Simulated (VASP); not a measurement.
Computed with RPBE GGA, VASP's PBE PAW potentials (set 64) (plane waves; VASP).

A VASP calculation is set up with these files.

File POSCAR:
```
BAs
4.748240
  0.0000000000   0.5000000013   0.5000000013
  0.5000000013   0.0000000000   0.5000000013
  0.5000000013   0.5000000013   0.0000000000
B As
1 1
direct
  0.0000000000   0.0000000000   0.0000000000
  0.2500000000   0.2500000000   0.2500000000
```

INCAR:
```
SYSTEM = BAs
PREC = Accurate
ENCUT = 520
EDIFF = 1E-7
NELM = 100
ALGO = Normal
LREAL = .FALSE.
LASPH = .TRUE.
ISMEAR = 0
SIGMA = 0.05
GGA = RP
LMAXMIX = 4
LWAVE = .FALSE.
LCHARG = .FALSE.
ISIF = 2
```

File KPOINTS:
```
Regular mesh
0
gamma
9 9 9
0 0 0
```

POTCAR, in this order: B As (PBE.64 set). Program: vasp_std.

The run wrote:

### OSZICAR
```
       N       E                     dE             d eps       ncg     rms          rms(c)
DAV:   1     0.133437637879E+02    0.13344E+02   -0.38608E+03   560   0.875E+02
DAV:   2    -0.110288957267E+02   -0.24373E+02   -0.23297E+02   888   0.107E+02
DAV:   3    -0.113285012443E+02   -0.29961E+00   -0.29961E+00   656   0.158E+01
DAV:   4    -0.113289182311E+02   -0.41699E-03   -0.41699E-03   824   0.639E-01
DAV:   5    -0.113289183265E+02   -0.95396E-07   -0.95331E-07   648   0.726E-03    0.515E+00
DAV:   6    -0.107595428383E+02    0.56938E+00   -0.17912E+00   584   0.699E+00    0.260E+00
DAV:   7    -0.107059349905E+02    0.53608E-01   -0.23172E-01   792   0.287E+00    0.999E-01
DAV:   8    -0.107029259876E+02    0.30090E-02   -0.19937E-02   592   0.109E+00    0.120E-01
DAV:   9    -0.107035531030E+02   -0.62712E-03   -0.77099E-04   752   0.224E-01    0.660E-02
DAV:  10    -0.107038947971E+02   -0.34169E-03   -0.60984E-04   688   0.192E-01    0.192E-02
DAV:  11    -0.107039033476E+02   -0.85505E-05   -0.31013E-05   848   0.420E-02    0.140E-02
DAV:  12    -0.107039038146E+02   -0.46707E-06   -0.45934E-06   584   0.183E-02    0.323E-03
DAV:  13    -0.107039038419E+02   -0.27277E-07   -0.87672E-08   776   0.234E-03
   1 F= -.10703904E+02 E0= -.10703904E+02  d E =-.107790E-10
```

File OUTCAR:
```
------------------------ aborting loop because EDIFF is reached ----------------------------------------
  FORCE on cell =-STRESS in cart. coord.  units (eV):
  Direction    XX          YY          ZZ          XY          YZ          ZX
  --------------------------------------------------------------------------------------
  Total        1.4721202      1.4721202      1.4721202      0.0000000      0.0000000      0.0000000
  in kB       88.1283960     88.1283960     88.1283960      0.0000000      0.0000000      0.0000000
  external PRESSURE =      88.1283960 kB  Pullay stress =       0.0000000 kB
  volume of cell :       26.76
      direct lattice vectors                 reciprocal lattice vectors
     0.000000000  2.374120006  2.374120006    -0.210604350  0.210604350  0.210604350
     2.374120006  0.000000000  2.374120006     0.210604350 -0.210604350  0.210604350
     2.374120006  2.374120006  0.000000000     0.210604350  0.210604350 -0.210604350
  FREE ENERGIE OF THE ION-ELECTRON SYSTEM (eV)
  ---------------------------------------------------
  free  energy   TOTEN  =       -10.7039038419 eV

  energy  without entropy=      -10.7039038419  energy(sigma->0) =      -10.70390384
```
(Selected blocks of OUTCAR.)

The compound is BAs in the zinc blende structure. This cell is one point of a volume scan, at 0.94 of the reference volume.
